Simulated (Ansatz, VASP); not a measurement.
## One calculation of LaH2Au, two programs

The input POSCAR:

```
LaH2Au
1.0
    4.0034340000      0.0000000000      0.0000000000
    2.0017170000     -4.7261420000      0.0000000000
    0.0000000000      0.0000000000     -6.6317030000
Au H La
2 4 2
Direct
    0.7890100000      0.4219800000      0.7500000000
    0.2109900000      0.5780200000      0.2500000000
    0.3647900000      0.2704200000      0.9491100000
    0.6352100000      0.7295800000      0.4491100000
    0.6352100000      0.7295800000      0.0508900000
    0.3647900000      0.2704200000      0.5508900000
    0.0756200000      0.8487600000      0.7500000000
    0.9243800000      0.1512400000      0.2500000000
```

The input INCAR.step1:

```
SYSTEM = LaH2Au
PREC     = Accurate       ! precision mode
ENCUT    = 520            ! plane-wave cutoff, eV
ISMEAR   = 1              ! smearing method
SIGMA    = 0.0403         ! smearing width, eV
LREAL    = .False.        ! projectors in reciprocal space
LASPH    = .True.         ! aspherical terms in the spheres
NELM     = 100            ! most SCF steps
NBANDS   = 34             ! bands
GGA      = PE             ! functional
ALGO     = Normal         ! electronic algorithm
EDIFF    = 1E-4           ! SCF threshold, eV
LWAVE    = .True.         ! write WAVECAR
LCHARG   = .False.        ! write CHGCAR
```

File INCAR.step2:

```
SYSTEM = LaH2Au
PREC     = Accurate       ! precision mode
ENCUT    = 520            ! plane-wave cutoff, eV
EDIFF    = 1E-6           ! SCF threshold, eV
ISMEAR   = 1              ! smearing method
SIGMA    = 0.0403         ! smearing width, eV
LREAL    = .False.        ! projectors in reciprocal space
LASPH    = .True.         ! aspherical terms in the spheres
NELM     = 100            ! most SCF steps
ALGO     = Normal         ! electronic algorithm
ISIF     = 2              ! what is computed and relaxed
LWAVE    = .False.        ! write WAVECAR
LCHARG   = .False.        ! write CHGCAR
METAGGA  = R2SCAN         ! meta-GGA
LMIXTAU  = .True.       
NBANDS   = 34             ! bands
ISTART   = 1
```

The input KPOINTS:

```
Automatic mesh
0
Gamma
  7 7 4
  0 0 0
```

Input for Ansatz:

```yaml
crystal:
  lattice:
    - [4.003434, 0.0, 0.0]
    - [2.001717, -4.726142, 0.0]
    - [0.0, 0.0, -6.631703]
  atoms:
    - { symbol: Au, position: [0.78901, 0.42198, 0.75] }
    - { symbol: Au, position: [0.21099, 0.57802, 0.25] }
    - { symbol: H, position: [0.36479, 0.27042, 0.94911] }
    - { symbol: H, position: [0.63521, 0.72958, 0.44911] }
    - { symbol: H, position: [0.63521, 0.72958, 0.05089] }
    - { symbol: H, position: [0.36479, 0.27042, 0.55089] }
    - { symbol: La, position: [0.07562, 0.84876, 0.75] }
    - { symbol: La, position: [0.92438, 0.15124, 0.25] }
  symmetry: { tolerance: 0.0003 }
kpoints:
  mp_grid: { grid: [7, 7, 4], shift: [0, 0, 0] }
  band_path:
    path:
      - [0.0, 0.0, 0.0]
      - [0.0, -0.5, 0.0]
      - [0.41030632, -0.29484684, 0.0]
      - [0.58969368, 0.29484684, 0.0]
      - [0.0, 0.0, 0.0]
      - [0.0, 0.0, -0.5]
      - [0.58969368, 0.29484684, -0.5]
      - [0.41030632, -0.29484684, -0.5]
      - [0.0, -0.5, -0.5]
      - [0.0, -0.5, 0.0]
      - [0.0, 0.0, 0.0]
    npoints: 6
magnetization:
  spin_polarized: false
scf:
  occupations: { method: cold, width: 0.0403 }
  lower_state_search: "off"
  max_iter: 200
hamiltonian:
  pseudopotentials: { kind: paw }
  xc: r2scan
basis:
  ecutwfc: 500
  fft_grid_basis: typed
output:
  forces: true
  stress: true
  eigenvalues: true
  bader: true
  populations: true
  elf: true
  write_potential: true
  volumetric_format: npy
  dos:
    e_range: [-12, 8]
    de: 0.05
    projected: { site_lists: { Au: [Au], H: [H], La: [La] } }
checkpoint:
  read: saved_state
```

The cell was built by a generator and needn't be a form met in nature.

Alike in both runs: task single point; functional r2SCAN; k mesh 7 × 7 × 4; no spin polarisation.

|  | VASP | Ansatz |
| --- | --- | --- |
| version | VASP 6.6.1 | Ansatz 0.2.0 |
| potentials or method | VASP PAW PBE potentials, release 64 (Au, H, La) | PAW plane waves |
| plane-wave cutoff (eV) | 520 | 500 |
| occupations | methfessel-paxton of order 1, width 0.0403 eV | cold, width 0.0403 eV |
| valence electrons in the cell | 48 | 64 |

|  | VASP | Ansatz | Ansatz less VASP |
| --- | --- | --- | --- |
| pressure (GPa) | 3.2 | 3.3 | +0.11 |
| largest component of the traceless stress (GPa) | 9.61 | 9.59 | -0.019 |
| rms of the force components (eV/Å) | 0.580 | 0.572 | -0.0076 |

Atom by atom the forces differ by 0.008 eV/Å (rms over components). The two sets of potentials don't hold the same shells in valence.

Caveats: the PAW data sets were made with another functional, which shifts forces and pressure a little (VASP). The runs have no spin-orbit coupling, so splittings on Au, La are missing.
